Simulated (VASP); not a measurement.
An input for Quantum ESPRESSO's pw.x (written as the equivalent of a VASP run, and not itself run):

```
&CONTROL
  calculation = 'vc-relax'
  pseudo_dir = './pseudo'
  outdir = './out'
  tprnfor = .true.
  tstress = .true.
  nstep = 40
  forc_conv_thr = 0.00078
/
&SYSTEM
  ibrav = 0
  nat = 2
  ntyp = 2
  ecutwfc = 92
  occupations = 'smearing'
  smearing = 'gaussian'
  degauss = 0.003675
  input_dft = 'pbe'
/
&ELECTRONS
  conv_thr = 7.3e-08
  electron_maxstep = 100
/
&IONS
/
&CELL
/
ATOMIC_SPECIES
  Cu 63.546 Cu.upf
  I 126.904 I.upf
CELL_PARAMETERS angstrom
     0.0000000    3.0353535    3.0353535
     3.0353535    0.0000000    3.0353535
     3.0353535    3.0353535   -0.0000000
ATOMIC_POSITIONS crystal
  Cu   1.0000000  0.0000000  0.0000000
  I    0.2500000  0.2500000  0.2500000
K_POINTS automatic
  8 8 8 0 0 0
```

### Question
Translate this input to VASP (INCAR, KPOINTS, POSCAR, choice of POTCAR).

### Answer
Several could match; the one computed here: 
KPOINTS:
```
Automatic mesh
0
Gamma
8 8 8
0 0 0
```

INCAR:
```
ALGO = Normal
EDIFF = 1E-6
EDIFFG = -0.02
ENCUT = 500
GGA = PE
IBRION = 2
ISIF = 3
ISMEAR = 0
LASPH = .TRUE.
LCHARG = .FALSE.
LMAXMIX = 4
LREAL = .FALSE.
LWAVE = .FALSE.
NELM = 100
NSW = 40
PREC = Accurate
SIGMA = 0.05
SYSTEM = CuI
```

POSCAR:
```
CuI
1
    0.0000000000     3.0353534981     3.0353534981
    3.0353534981     0.0000000000     3.0353534981
    3.0353534981     3.0353534981    -0.0000000000
Cu I
1 1
Direct
  1.0000000000   0.0000000000   0.0000000000
  0.2500000000   0.2500000000   0.2500000000
```

POTCAR, in this order: Cu I (PBE.64 set). Program: vasp_std.

The two are equivalent in intent, not identical: the potentials are each code's own (VASP's PAW set, PseudoDojo norm-conserving files in pw.x), so ENCUT and ecutwfc are chosen apart and not converted; conv_thr bounds pw.x's estimated SCF error, while EDIFF bounds the energy change between steps; forc_conv_thr acts on force components and is met together with etot_conv_thr.

The compound is CuI in the zinc blende structure. This run relaxes it. Symmetry was kept, so distortions that lower it aren't found.
